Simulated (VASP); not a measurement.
Input:

```
Er
1.0
    1.82698    -2.99198     0.00000
    1.82698     2.99198     0.00000
    0.00000     0.00000     5.72536
Er
2
Direct
  0.33333   0.66667   0.25000
  0.69315   0.35982   0.75000
```

These are PBE GGA, VASP's PBE PAW potentials (set 64) (plane waves; VASP) values and carry that method's errors. Numerical set-up: 400 eV cut-off, KSPACING 0.6 per Å, first-order Methfessel-Paxton smearing of 0.10 eV, potentials Er_3.

The 4f electrons are frozen in the core of the lanthanide potential, so 4f levels, which can set the real gap, and their magnetism are missing.

Q: Give the force on each atom (eV/Å).

A: 
| atom | Fx | Fy | Fz |
|---|---|---|---|
| Er1 | 0.085 | 0.052 | 0.000 |
| Er2 | -0.085 | -0.052 | 0.000 |

Q: Give the stress tensor in GPa (positive for a compressed cell).

A: 
```
-0.91  -0.14   0.00
-0.14   1.83   0.00
 0.00   0.00   0.08
```
The pressure is its mean diagonal, 0.34 GPa.

The compound is Er in the hcp structure. The cell was not relaxed at this level, atoms are displaced from their ideal sites. The run is one of a series of settings (KGAMMA = .TRUE., KSPACING = 0.6, KPOINTS file removed against the base run), some of them coarse on purpose.
